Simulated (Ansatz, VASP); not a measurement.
## Two plane-wave programs on ReSbP

```
Re Sb P
1.0
     4.11571    0.00000    0.00000
    -2.05785    3.56431    0.00000
     0.00000    0.00000    4.53424
Re Sb P
1 1 1
Direct
  0.00000 0.00000 0.50000
  0.66667 0.33333 0.00000
  0.33333 0.66667 0.50000
```

Change from the starting cell: species swapped into the SrPPt type (P-6m2, No. 187).

Alike in both runs: task single point; functional PBE; k mesh 6 × 6 × 4; occupations gaussian, width 0.1 eV; no spin polarisation.

```csv
,VASP,Ansatz
version,VASP 6.6.1,Ansatz 0.2.0
potentials or method,"VASP PAW PBE potentials, release 64 (Re, Sb, P)","scalar-relativistic, plane waves, PAW"
plane-wave cutoff (eV),520,420
valence electrons in the cell,17,35
```

```tsv
	VASP	Ansatz	Ansatz less VASP
gap on the k mesh at the Fermi level (eV)	none	none	-
pressure (GPa)	-10.5	-10.5	-0.06
largest component of the traceless stress (GPa)	4.53	4.75	+0.218
```

A gap of «none» marks a metal or a gap that the smearing closes. The two sets of potentials don't hold the same shells in valence.

Spin-orbit coupling is left out, which matters for the levels of Re, Sb.
